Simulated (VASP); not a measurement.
Output of a VASP run:

**OSZICAR**
```
       N       E                     dE             d eps       ncg     rms          rms(c)
DAV:   1    -0.519197805696E+03   -0.51920E+03   -0.22412E+01   354   0.125E+01    0.953E+00
DAV:   2    -0.519363637426E+03   -0.16583E+00   -0.73285E-01   428   0.146E+00    0.650E+00
DAV:   3    -0.519314566344E+03    0.49071E-01   -0.20736E-02   395   0.357E-01    0.378E+00
DAV:   4    -0.519294291484E+03    0.20275E-01   -0.16070E-02   395   0.234E-01    0.214E+00
DAV:   5    -0.519288319295E+03    0.59722E-02   -0.41499E-03   412   0.124E-01    0.118E+00
DAV:   6    -0.519286119469E+03    0.21998E-02   -0.85771E-04   412   0.699E-02    0.660E-01
DAV:   7    -0.519285374480E+03    0.74499E-03   -0.35879E-04   396   0.478E-02    0.365E-01
DAV:   8    -0.519285136312E+03    0.23817E-03   -0.11195E-04   404   0.262E-02    0.202E-01
DAV:   9    -0.519285061456E+03    0.74856E-04   -0.35292E-05   308   0.139E-02    0.112E-01
DAV:  10    -0.519285040732E+03    0.20723E-04   -0.15069E-05   204   0.929E-03    0.609E-02
DAV:  11    -0.519285036787E+03    0.39453E-05   -0.65465E-06   236   0.509E-03
   1 F= -.51928504E+03 E0= -.51928504E+03  d E =-.558295E-15
```

**OUTCAR**
```
------------------------ aborting loop because EDIFF is reached ----------------------------------------
  volume of cell :      866.68
      direct lattice vectors                 reciprocal lattice vectors
     4.868317893 -8.432173817  0.000000000     0.102704879 -0.059296690  0.000000000
     4.868317893  8.432173817  0.000000000     0.102704879  0.059296690  0.000000000
     0.000000000  0.000000000 10.556283981     0.000000000  0.000000000  0.094730305
  FREE ENERGIE OF THE ION-ELECTRON SYSTEM (eV)
  ---------------------------------------------------
  free  energy   TOTEN  =      -519.2850367869 eV

  energy  without entropy=     -519.2850367869  energy(sigma->0) =     -519.28503679

  exchange ACFDT corr.  =         0.00000000  see jH, gK, PRB 81, 115126
```
(Selected blocks of OUTCAR.)

**POSCAR**
```
Ga36N35
1
    4.8683178927    -8.4321738171     0.0000000000
    4.8683178927     8.4321738171     0.0000000000
    0.0000000000     0.0000000000    10.5562839806
Ga N
36 35
Direct
  0.2207711047   0.1101781100   0.2492689819
  0.1110810214   0.2220214747   0.9995133086
  0.2216898578   0.1109903527   0.7501152049
  0.1100204550   0.2214022865   0.5011840669
  0.2209177262   0.4430535036   0.2493091470
  0.1112555014   0.5556808768   0.9995920832
  0.2216298017   0.4438172552   0.7502897366
  0.1114072581   0.5561557481   0.5008202403
  0.2222200904   0.7773846940   0.2496104065
  0.1113007466   0.8886243898   0.9995723823
  0.2222201683   0.7777102451   0.7505944677
  0.1114309602   0.8882392890   0.5007132961
  0.5565459185   0.1103147794   0.2492686291
  0.4442737413   0.2216677210   0.9993310626
  0.5560342832   0.1108861875   0.7501310350
  0.4433960237   0.2199213029   0.5005023772
  0.5556072670   0.4439782054   0.2422955667
  0.4443156756   0.5555722451   0.9994154429
  0.5555282786   0.4442137143   0.7510016231
  0.4428956556   0.5565883584   0.5009653157
  0.5564964949   0.7786563167   0.2493115383
  0.4441681571   0.8885722430   0.9995604242
  0.5561017233   0.7782421015   0.7503012537
  0.4434542266   0.8882419231   0.5006901524
  0.8888984673   0.1106850495   0.2495593952
  0.7778553396   0.2219659968   0.9995385076
  0.8888773799   0.1108895659   0.7505914406
  0.7782080095   0.2213454212   0.5011028764
  0.8894081701   0.4430622524   0.2493267558
  0.7781348563   0.5554892423   0.9994085551
  0.8888732694   0.4436857560   0.7502122443
  0.7800552398   0.5564048377   0.5007757710
  0.8892258668   0.7785456490   0.2493067739
  0.7778580934   0.8887699108   0.9995491892
  0.8889132559   0.7781315862   0.7502952272
  0.7780994060   0.8894358062   0.5010913177
  0.2231903038   0.1125151593   0.4379970463
  0.1110359624   0.2217894100   0.1880388536
  0.2228573874   0.1111774927   0.9384121302
  0.1110047233   0.2220995738   0.6887259284
  0.2230060611   0.4435337089   0.4380772127
  0.1111691700   0.5551508054   0.1883232452
  0.2228732699   0.4446757594   0.9385274811
  0.1110638831   0.5554007594   0.6884509674
  0.2220862783   0.7775177649   0.4382124748
  0.1110330080   0.8884438927   0.1883176199
  0.2222619371   0.7776410010   0.9384692861
  0.1110232109   0.8888237926   0.6883702567
  0.5561484175   0.1124745675   0.4379855405
  0.4445072891   0.2219801090   0.1899923489
  0.5551948010   0.1111397662   0.9384293350
  0.4450426584   0.2232689803   0.6872834644
  0.4446073636   0.5550173186   0.1900628750
  0.5555833308   0.4442522622   0.9392442909
  0.4450064951   0.5548501939   0.6876251375
  0.5559978806   0.7764933763   0.4380747082
  0.4444813673   0.8884938846   0.1883625657
  0.5552105845   0.7770176482   0.9385412670
  0.4444939507   0.8887537536   0.6883582098
  0.8888184234   0.1107218710   0.4381792779
  0.7778691123   0.2217861714   0.1880449701
  0.8889288866   0.1108881674   0.9384268350
  0.7778131910   0.2219567521   0.6886837846
  0.8872375432   0.4434751245   0.4380730078
  0.7775804904   0.5549317424   0.1900621765
  0.8886847733   0.4446103115   0.9384797465
  0.7765708032   0.5547591421   0.6874706284
  0.8871497032   0.7764124822   0.4380198116
  0.7778283383   0.8885254903   0.1880932993
  0.8886706505   0.7769208642   0.9385286321
  0.7777852593   0.8887315023   0.6886937882
```

Q: Write an INCAR and KPOINTS that could have produced this output.

A: One answer among several that fit: the input of the run itself, HSE06 screened hybrid, plane waves, VASP's PBE PAW potentials (set 64).

File KPOINTS:
```
Regular mesh
0
gamma
  1 1 1
0 0 0
```

### INCAR
```
SYSTEM=Ga36N35
PREC=Normal; ENCUT=400; LREAL=Auto
LASPH=.True.; ISYM=0; NELECT=282.0
EDIFF=1E-5; NELM=50; NELMIN=4
ALGO=Normal; LMAXMIX=4
ISMEAR=0; SIGMA=0.05
GGA=PE; LHFCALC=.True.; AEXX=0.25
HFSCREEN=0.2; PRECFOCK=Fast
ISIF=0
LWAVE=.False.; LCHARG=.False.
```

POTCAR, in this order: Ga N (PBE.64 set). Program: vasp_gam. Read from the step before: WAVECAR.

The cell is charged, with a uniform compensating background. The supercell is sampled at Γ alone, which is coarse: total energies, pressure and levels can be off, energies of defects by several tenths of an eV.

The cell is a supercell with a defect, built from GaN (wurtzite): vac_N, charge +1. The cell's shape comes from a PBE relaxation. The run is not spin-polarised, so no state with unpaired spins was tried.
